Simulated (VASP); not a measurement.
Given:

```
CELL_PARAMETERS angstrom
      1.50564    -2.60785     0.00000
      1.50564     2.60785     0.00000
      0.00000     0.00000     3.19272
ATOMIC_POSITIONS crystal
  Ti 0.00000 0.00000 0.00000
  B  0.33333 0.66667 0.50000
  B  0.66667 0.33333 0.50000
```

Method: PBE GGA with D3 dispersion (zero damping), VASP's PBE PAW potentials (set 64) (plane waves; VASP). Numerical set-up: 520 eV cut-off, Gaussian smearing of 0.050 eV, potentials Ti_sv B.

Q: Give the energies of bands 6 to 12 at the high-symmetry points, in eV from the Fermi level.

A: 
```json
[
 {"band": "6", "Γ": "-2.77", "M": "-9.37", "K": "-8.47", "A": "-7.79", "L": "-7.68", "H": "-8.75"},
 {"band": "7", "Γ": "-2.77", "M": "-3.40", "K": "-7.54", "A": "-0.66", "L": "-4.83", "H": "-5.85"},
 {"band": "8", "Γ": "-2.36", "M": "-3.34", "K": "-1.96", "A": "-0.66", "L": "-3.99", "H": "-3.29"},
 {"band": "9", "Γ": "-2.24", "M": "-2.41", "K": "-1.96", "A": "-0.30", "L": "-3.24", "H": "-3.29"},
 {"band": "10", "Γ": "1.88", "M": "1.31", "K": "1.33", "A": "-0.30", "L": "2.52", "H": "2.53"},
 {"band": "11", "Γ": "1.88", "M": "2.74", "K": "1.33", "A": "0.37", "L": "2.93", "H": "4.33"},
 {"band": "12", "Γ": "3.71", "M": "3.23", "K": "1.94", "A": "0.37", "L": "4.58", "H": "4.33"}
]
```

It has no gap at this level: it comes out as a metal or semimetal.

The compound is TiB2 in the AlB2 type structure. It was relaxed first.
